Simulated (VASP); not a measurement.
# TaAs: zone-centre modes, functional by functional, part 2 of 3

How much do the zone-centre frequencies of TaAs depend on the functional? The starting structure is a computed structure from the Materials Project.

VASP 6.6.1.

## 2. Modes with LDA (continued)

Level of this step: LDA; plane waves and PAW (Ta_pv, As) (VASP).

Parts of OUTCAR (step 2):

```text
ion  position               nearest neighbor table
   1  0.500  0.500  0.999-   4 2.58   4 2.58   3 2.59   3 2.59   3 2.59   3 2.59   2 3.35   2 3.35
                             2 3.35   2 3.35
   2  0.250  0.250  0.499-   3 2.58   3 2.58   4 2.59   4 2.59   4 2.59   4 2.59   1 3.35   1 3.35
                             1 3.35   1 3.35
   3  0.082  0.918  0.835-   2 2.58   2 2.58   1 2.59   1 2.59   1 2.59   1 2.59
   4  0.832  0.668  0.335-   1 2.58   1 2.58   2 2.59   2 2.59   2 2.59   2 2.59

  LATTYP: Found a body centered tetragonal cell.
 ALAT       =     3.4107368266
 C/A-ratio  =     3.3830968674

 Subroutine GETGRP returns: Found  8 space group operations
 (whereof  4 operations were pure point group operations)

The static configuration has the point symmetry C_2v.
 The point group associated with its full space group is C_4v.

 Found    102 irreducible k-points:

   k-points           NKPTS =    102   k-points in BZ     NKDIM =    102   number of bands    NBANDS=     22

   dimension x,y,z NGX =    24 NGY =   24 NGZ =   48
   dimension x,y,z NGXF=    48 NGYF=   48 NGZF=   96

   ENCUT  =  450.0 eV  33.07 Ry    5.75 a.u.   5.90  5.90 10.82*2*pi/ulx,y,z

   NELECT =      32.0000    total number of electrons

 k-points in reciprocal lattice and weights: Automatic mesh
   0.00000000  0.00000000  0.00000000       0.001
   0.10000000  0.00000000  0.00000000       0.008
   0.20000000  0.00000000  0.00000000       0.008
   0.30000000  0.00000000  0.00000000       0.008
   0.40000000  0.00000000  0.00000000       0.008
   0.50000000  0.00000000  0.00000000       0.004
   0.10000000  0.10000000  0.00000000       0.004
   0.20000000  0.10000000  0.00000000       0.016
   0.30000000  0.10000000 -0.00000000       0.016
[...]
-0.10000000  0.10000000  0.40000000       0.004
   0.00000000  0.00000000  0.50000000       0.001

 average (electrostatic) potential at core
       1 -36.1759       2 -36.1759       3 -50.7259       4 -50.7259

  Total        0.0084816      0.0084816      0.0055531      0.0000000      0.0000000      0.0000000
  in kB        0.2024687      0.2024687      0.1325624      0.0000000      0.0000000      0.0000000
  external PRESSURE =       0.1791666 kB  Pullay stress =       0.0000000 kB

  energy-cutoff  :      450.00
  volume of cell :       67.12
      direct lattice vectors                 reciprocal lattice vectors
     0.000000000 -3.410736827  0.000000000     0.000000000 -0.293191780  0.086663726
    -3.410736827  0.000000000  0.000000000    -0.293191780  0.000000000 -0.086663726
     1.705368413 -1.705368413 -5.769426537     0.000000000  0.000000000 -0.173327452

 POSITION                                       TOTAL-FORCE (eV/Angst)
 -----------------------------------------------------------------------------------
      0.00000     -3.41074     -5.76592        -0.000000      0.000000      0.000682
      0.00000     -1.70537     -2.88121        -0.000000      0.000000      0.000682
     -1.70537     -1.70537     -4.81983         0.000000      0.000000     -0.000682
     -1.70537     -3.41074     -1.93511        -0.000000     -0.000000     -0.000682
 -----------------------------------------------------------------------------------
    total drift:                               -0.000002      0.000002      0.000210

 Eigenvectors and eigenvalues of the dynamical matrix
 ----------------------------------------------------

   1 f  =    7.854106 THz    49.348802 2PiTHz  261.984769 cm-1    32.481957 meV
             X         Y         Z           dx          dy          dz
      0.000000 -3.410737 -5.765924    -0.000000    0.000000   -0.065098
      0.000000 -1.705368 -2.881211    -0.000000    0.000000    0.065098
     -1.705368 -1.705368 -4.819827     0.000000   -0.000000   -0.704104
     -1.705368 -3.410737 -1.935113     0.000000   -0.000000    0.704104

   2 f  =    7.681177 THz    48.262256 2PiTHz  256.216474 cm-1    31.766780 meV
             X         Y         Z           dx          dy          dz
      0.000000 -3.410737 -5.765924     0.078093   -0.311759   -0.000000
      0.000000 -1.705368 -2.881211     0.072932   -0.333820   -0.000000
     -1.705368 -1.705368 -4.819827    -0.197767    0.157484    0.000000
     -1.705368 -3.410737 -1.935113    -0.036841    0.845389    0.000000

   3 f  =    7.681177 THz    48.262256 2PiTHz  256.216474 cm-1    31.766780 meV
             X         Y         Z           dx          dy          dz
      0.000000 -3.410737 -5.765924     0.333820    0.072932   -0.000000
      0.000000 -1.705368 -2.881211     0.311759    0.078093   -0.000000
     -1.705368 -1.705368 -4.819827    -0.845389   -0.036841    0.000000
     -1.705368 -3.410737 -1.935113    -0.157484   -0.197767    0.000000

   4 f  =    7.602754 THz    47.769513 2PiTHz  253.600578 cm-1    31.442450 meV
             X         Y         Z           dx          dy          dz
      0.000000 -3.410737 -5.765924     0.000000   -0.000000    0.382691
      0.000000 -1.705368 -2.881211     0.000000   -0.000000    0.382691
     -1.705368 -1.705368 -4.819827    -0.000000    0.000000   -0.594598
     -1.705368 -3.410737 -1.935113     0.000000    0.000000   -0.594598

   5 f  =    7.043735 THz    44.257092 2PiTHz  234.953708 cm-1    29.130534 meV
             X         Y         Z           dx          dy          dz
      0.000000 -3.410737 -5.765924     0.081831   -0.451585   -0.000000
      0.000000 -1.705368 -2.881211    -0.242564    0.152347   -0.000000
     -1.705368 -1.705368 -4.819827    -0.127376    0.701935    0.000000
     -1.705368 -3.410737 -1.935113     0.377037   -0.237137    0.000000

   6 f  =    7.043735 THz    44.257092 2PiTHz  234.953708 cm-1    29.130534 meV
             X         Y         Z           dx          dy          dz
      0.000000 -3.410737 -5.765924     0.152347    0.242564   -0.000000
      0.000000 -1.705368 -2.881211    -0.451585   -0.081831   -0.000000
     -1.705368 -1.705368 -4.819827    -0.237137   -0.377037    0.000000
     -1.705368 -3.410737 -1.935113     0.701935    0.127376    0.000000

   7 f  =    5.126359 THz    32.209863 2PiTHz  170.996927 cm-1    21.200907 meV
             X         Y         Z           dx          dy          dz
      0.000000 -3.410737 -5.765924     0.000000   -0.000000    0.704104
      0.000000 -1.705368 -2.881211    -0.000000    0.000000   -0.704104
     -1.705368 -1.705368 -4.819827    -0.000000   -0.000000   -0.065098
     -1.705368 -3.410737 -1.935113     0.000000    0.000000    0.065098

   8 f  =    3.761017 THz    23.631165 2PiTHz  125.454016 cm-1    15.554309 meV
             X         Y         Z           dx          dy          dz
      0.000000 -3.410737 -5.765924     0.417300   -0.427837   -0.000000
      0.000000 -1.705368 -2.881211    -0.313140    0.570150    0.000000
     -1.705368 -1.705368 -4.819827     0.097562   -0.353958   -0.000000
     -1.705368 -3.410737 -1.935113    -0.259067    0.133297    0.000000

   9 f  =    3.761017 THz    23.631165 2PiTHz  125.454016 cm-1    15.554309 meV
             X         Y         Z           dx          dy          dz
      0.000000 -3.410737 -5.765924    -0.570150   -0.313140   -0.000000
      0.000000 -1.705368 -2.881211     0.427837    0.417300    0.000000
     -1.705368 -1.705368 -4.819827    -0.133297   -0.259067    0.000000
     -1.705368 -3.410737 -1.935113     0.353958    0.097562    0.000000

  10 f/i=    0.000773 THz     0.004855 2PiTHz    0.025772 cm-1     0.003195 meV
             X         Y         Z           dx          dy          dz
      0.000000 -3.410737 -5.765924    -0.000000   -0.000000   -0.594598
      0.000000 -1.705368 -2.881211    -0.000000   -0.000000   -0.594598
     -1.705368 -1.705368 -4.819827    -0.000000   -0.000000   -0.382691
     -1.705368 -3.410737 -1.935113    -0.000000   -0.000000   -0.382691

  11 f/i=    0.001691 THz     0.010624 2PiTHz    0.056401 cm-1     0.006993 meV
             X         Y         Z           dx          dy          dz
      0.000000 -3.410737 -5.765924    -0.266183    0.531707   -0.000000
      0.000000 -1.705368 -2.881211    -0.266285    0.531503   -0.000000
     -1.705368 -1.705368 -4.819827    -0.171372    0.342315   -0.000000
     -1.705368 -3.410737 -1.935113    -0.171436    0.342188   -0.000000

  12 f/i=    0.001691 THz     0.010624 2PiTHz    0.056401 cm-1     0.006993 meV
             X         Y         Z           dx          dy          dz
      0.000000 -3.410737 -5.765924     0.531503    0.266285   -0.000000
      0.000000 -1.705368 -2.881211     0.531707    0.266183   -0.000000
     -1.705368 -1.705368 -4.819827     0.342188    0.171436   -0.000000
     -1.705368 -3.410737 -1.935113     0.342315    0.171372   -0.000000

 ELASTIC MODULI CONTR FROM IONIC RELAXATION (kBar)
 Direction    XX          YY          ZZ          XY          YZ          ZX
 --------------------------------------------------------------------------------
 XX        -126.3218     51.9277     95.3762      0.0000      0.0000     -0.0000
 YY          51.9277   -126.3218     95.3762      0.0000     -0.0000      0.0000
 ZZ          95.3762     95.3762   -244.5522      0.0000      0.0000     -0.0000
 XY           0.0000      0.0000      0.0000      0.0000      0.0000      0.0000
 YZ           0.0000     -0.0000      0.0000      0.0000   -636.7900     -0.0000
 ZX          -0.0000      0.0000     -0.0000      0.0000     -0.0000   -644.2492
 --------------------------------------------------------------------------------
```

Energies printed during the response cycles are not total energies of the cell.

LDA: the zone-centre modes are B1 (2) 262.0, E (3) 256.2, A1 253.6, E (2) 235.0, B1 (1) 171.0, E (1) 125.5 cm⁻¹.

## 3. Modes with LDA at the given cell

The atoms were first relaxed in the fixed cell, in a run that isn't shown.

File INCAR:

```
SYSTEM = TaAs
PREC = Accurate
ENCUT = 450
EDIFF = 1E-08
NELM = 100
ISMEAR = 0
SIGMA = 0.05
LREAL = .FALSE.
ALGO = Normal
GGA = CA
NBANDS = 22
LASPH = .TRUE.
LORBIT = 11
LWAVE = .FALSE.
LCHARG = .FALSE.
KPAR = 8
IBRION = 8
ISIF = 2
```

File POSCAR:

```
TaAs
1.0
    0.0000000000     -3.4436267244      0.0000000000
   -3.4436267244      0.0000000000      0.0000000000
    1.7218133622     -1.7218133622     -5.8679415361
Ta As
2 2
Direct
    0.5000596247      0.4999403753      0.9998807505
    0.2500596247      0.2499403753      0.4998807505
    0.0825397953      0.9174602047      0.8349204095
    0.8325397953      0.6674602047      0.3349204095
```

File KPOINTS:

```
Automatic mesh
0
Gamma
10 10 10
0 0 0
```

The projector-augmented-wave data sets are Ta_pv and As (LDA family, release 64).

The run is started by

```sh
$ mpirun -np 8 vasp_std
```

The log of the run:

```text
[banner, memory and clock lines left out]
running    8 mpi-ranks, on    1 nodes
[...]
[... a notice as in an earlier step ...]

 LDA part: xc-table for (Slater(with rela. corr.)+CA(PZ))
 , standard interpolation
 POSCAR, INCAR and KPOINTS ok, starting setup
[...]
entering main loop
       N       E                     dE             d eps       ncg     rms          rms(c)
DAV:   1     0.216601833846E+03    0.21660E+03   -0.15351E+04  4504   0.125E+03
DAV:   2    -0.310807283384E+02   -0.24768E+03   -0.23816E+03  5210   0.344E+02
DAV:   3    -0.406209510346E+02   -0.95402E+01   -0.92592E+01  5808   0.603E+01
DAV:   4    -0.407863511342E+02   -0.16540E+00   -0.16479E+00  5484   0.760E+00
[...]
DAV:  12    -0.388977594898E+02    0.16222E-05   -0.80846E-06  5498   0.199E-02    0.126E-03
DAV:  13    -0.388977594820E+02    0.77357E-08   -0.33771E-07  5650   0.380E-03    0.787E-04
DAV:  14    -0.388977594802E+02    0.18786E-08   -0.19509E-08  4464   0.104E-03
   1 F= -.38897759E+02 E0= -.38897415E+02  d E =-.688444E-03
[...]
RMM:  11    -0.434139058997E-01    0.13938E-06    0.49694E-09 23977   0.470E-05    0.245E-05
RMM:  12    -0.434139238254E-01   -0.17926E-07   -0.15034E-08 24376   0.204E-05    0.372E-06
RMM:  13    -0.434139325389E-01   -0.87136E-08   -0.79814E-09 23160   0.134E-05    0.496E-06
 first order change of Fermi-energy   0.36852E-05
 force on displaced ion       3 direction 2 :  -0.000  -9.853  -0.001
 Linear response progress:
  Degree of freedom:   6/  6
       N       E                     dE             d eps       ncg     rms          rms(c)
RMM:   1    -0.569667484885E-01   -0.56967E-01    0.93222E-02 18275   0.117E+00
RMM:   2    -0.566416183806E-01    0.32513E-03   -0.34013E-03 12765   0.268E-01    0.187E-01
RMM:   3    -0.565805745508E-01    0.61044E-04   -0.99551E-04 13397   0.157E-01    0.148E-01
RMM:   4    -0.565047326250E-01    0.75842E-04   -0.27854E-04 12704   0.735E-02    0.912E-02
[...]
RMM:   9    -0.565850757276E-01    0.60510E-09    0.15978E-07 13875   0.388E-04    0.606E-05
RMM:  10    -0.565852078299E-01   -0.13210E-06    0.53199E-08 13851   0.131E-04    0.399E-05
RMM:  11    -0.565852176970E-01   -0.98672E-08    0.57350E-08 14268   0.600E-05    0.645E-06
 first order change of Fermi-energy   0.61053E-03
 force on displaced ion       3 direction 3 :   0.000  -0.000 -14.231
 Linear response finished
```

Run time: 2.5 min. Hardware: 8 MPI ranks of Intel Xeon 6975P-C (Granite Rapids), shared host; peak memory 6 GiB; 20 min of CPU time.

OUTCAR, selected parts (step 3):

```text
  Total       -2.8474817     -2.8474817     -2.8767881      0.0000000      0.0000000      0.0000000
  in kB      -65.5622130    -65.5622130    -66.2369833      0.0000000      0.0000000      0.0000000
  external PRESSURE =     -65.7871364 kB  Pullay stress =       0.0000000 kB

 POSITION                                       TOTAL-FORCE (eV/Angst)
 -----------------------------------------------------------------------------------
     -0.00000     -3.44363     -5.86724        -0.000000      0.000000      0.000009
     -0.00000     -1.72181     -2.93327        -0.000000      0.000000      0.000009
     -1.72181     -1.72181     -4.89926         0.000000     -0.000000     -0.000009
     -1.72181     -3.44363     -1.96529         0.000000     -0.000000     -0.000009
 -----------------------------------------------------------------------------------
    total drift:                                0.000001     -0.000001      0.000223

[... 1 part as in an earlier step ...]

[... 1 further part left out ...]
```

With LDA at the given cell the modes are at the top B1 (2) 249.3, A1 241.6 cm⁻¹, at the bottom B1 (1) 161.0, E (1) 120.0 cm⁻¹, with 2 more of the listed ones between; the largest shift is -16.7 cm⁻¹, in E (3), from LDA.

## 4. Modes with PBEsol

PBEsol restores the gradient expansion of exchange and is tuned for the cells of solids. The cell comes from a relaxation at this level, not shown (68.33 Å³).

Changes to INCAR since step 3:

```diff
@@ -9,3 +9,3 @@
 ALGO = Normal
-GGA = CA
+GGA = PS
 NBANDS = 22
```

File POSCAR:

```
TaAs
1.0
    0.0000000000     -3.4316408560      0.0000000000
   -3.4316408560      0.0000000000      0.0000000000
    1.7158204280     -1.7158204280     -5.8022989564
Ta As
2 2
Direct
    0.5002948036      0.4997051964      0.9994103929
    0.2502948036      0.2497051964      0.4994103929
    0.0823046164      0.9176953836      0.8353907671
    0.8323046164      0.6676953836      0.3353907671
```

KPOINTS is that of step 3.

The projector-augmented-wave data sets are Ta_pv and As (PBE family, release 64).

The run is started by

```sh
$ mpirun -np 8 vasp_std
```

The log of the run:

```text
[banner, memory and clock lines left out]
running    8 mpi-ranks, on    1 nodes
[...]
[... a notice as in an earlier step ...]

|                                                                             |
|               ----> ADVICE to this user running VASP <----                  |
|                                                                             |
|     You enforced a specific xc type in the INCAR file but a different       |
|     [... a line on the potential file left out ...]
|     I HOPE YOU KNOW WHAT YOU ARE DOING!                                     |
|                                                                             |

 LDA part: xc-table for (Slater+PW92), standard interpolation
 POSCAR, INCAR and KPOINTS ok, starting setup
[...]
entering main loop
       N       E                     dE             d eps       ncg     rms          rms(c)
DAV:   1     0.219182513305E+03    0.21918E+03   -0.15384E+04  4496   0.125E+03
DAV:   2    -0.301462655367E+02   -0.24933E+03   -0.23964E+03  5290   0.347E+02
[...]
RMM:  11    -0.423175245654E-01    0.13739E-06   -0.26044E-09 24205   0.446E-05    0.197E-05
RMM:  12    -0.423175419489E-01   -0.17384E-07    0.36637E-09 23966   0.158E-05    0.455E-06
RMM:  13    -0.423175501987E-01   -0.82498E-08    0.49816E-09 21523   0.768E-06    0.305E-06
 first order change of Fermi-energy  -0.62836E-07
 force on displaced ion       3 direction 2 :   0.000 -10.714  -0.000
 Linear response progress:
  Degree of freedom:   6/  6
       N       E                     dE             d eps       ncg     rms          rms(c)
RMM:   1    -0.556976474718E-01   -0.55698E-01    0.95906E-02 18128   0.120E+00
RMM:   2    -0.553497725372E-01    0.34787E-03   -0.33051E-03 12747   0.273E-01    0.196E-01
RMM:   3    -0.553114208670E-01    0.38352E-04   -0.98870E-04 13337   0.157E-01    0.152E-01
RMM:   4    -0.552636087118E-01    0.47812E-04   -0.25393E-04 12806   0.708E-02    0.949E-02
[...]
RMM:  10    -0.553689698495E-01   -0.11133E-06    0.12672E-08 13953   0.133E-04    0.355E-05
RMM:  11    -0.553689892036E-01   -0.19354E-07   -0.42802E-09 14305   0.539E-05    0.635E-06
RMM:  12    -0.553689861220E-01    0.30816E-08    0.79098E-09 15025   0.209E-05    0.283E-06
 first order change of Fermi-energy  -0.77604E-01
 force on displaced ion       3 direction 3 :   0.000  -0.000 -15.251
 Linear response finished
```

Wall time 3.3 min (8 MPI ranks); peak memory 6.1 GiB; 26 min of CPU time.

OUTCAR, selected parts (step 4):

```text
  Total        0.0029207      0.0029207     -0.0003298      0.0000000      0.0000000      0.0000000
  in kB        0.0684849      0.0684849     -0.0077327      0.0000000      0.0000000      0.0000000
  external PRESSURE =       0.0430790 kB  Pullay stress =       0.0000000 kB

 POSITION                                       TOTAL-FORCE (eV/Angst)
 -----------------------------------------------------------------------------------
      0.00000     -3.43164     -5.79888         0.000000     -0.000000     -0.000107
      0.00000     -1.71582     -2.89773         0.000000     -0.000000     -0.000107
     -1.71582     -1.71582     -4.84719        -0.000000     -0.000000      0.000107
     -1.71582     -3.43164     -1.94604         0.000000      0.000000      0.000107
 -----------------------------------------------------------------------------------
    total drift:                                0.000000     -0.000000      0.000223

[... 1 part as in an earlier step ...]

[... 1 further part left out ...]
```

With PBEsol the modes are at the top B1 (2) 258.2, E (3) 253.5 cm⁻¹, at the bottom B1 (1) 168.1, E (1) 123.7 cm⁻¹, with 2 more of the listed ones between; the largest shift is -3.8 cm⁻¹, in B1 (2), from LDA.

(Continued in part 3 of 3.)

[Lines on the potential files, build, host, timing and source positions are cut from VASP's logs without a mark.]

[Logs are printed without paths, hosts, clocks, repeated set-up lines and the standing remarks that a program may print on its own settings, such as how far it seeks lower states.]

[Hosts, paths, dates, database ids (printed as entryN), source tags and the programs' standing remarks are cut or masked in the printed files.]
